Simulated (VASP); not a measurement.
Here is the system:

```
CELL_PARAMETERS angstrom
      0.00000     3.08506     3.08506
      3.08506     0.00000     3.08506
      3.08506     3.08506     0.00000
ATOMIC_POSITIONS crystal
  Pb 0.00000 0.00000 0.00000
  Se 0.50000 0.50000 0.50000
```

These are PBE GGA with D3 dispersion (zero damping), VASP's PBE PAW potentials (set 64) (plane waves; VASP 6.6.1) values and carry that method's errors. Numerical set-up: 520 eV cut-off, 7×7×7 Γ-centred mesh, Gaussian smearing of 0.050 eV, potentials Pb_d Se.

**Question.** What does the run give for the energy per atom (σ→0)?

**Answer.** 
```json
{
  "energy per atom (σ→0)": "-4.332 eV/atom"
}
```

Only differences to runs with the same potentials and settings are physical.

The compound is PbSe in the rock salt structure. It was relaxed first. The start is the result of an earlier pass.
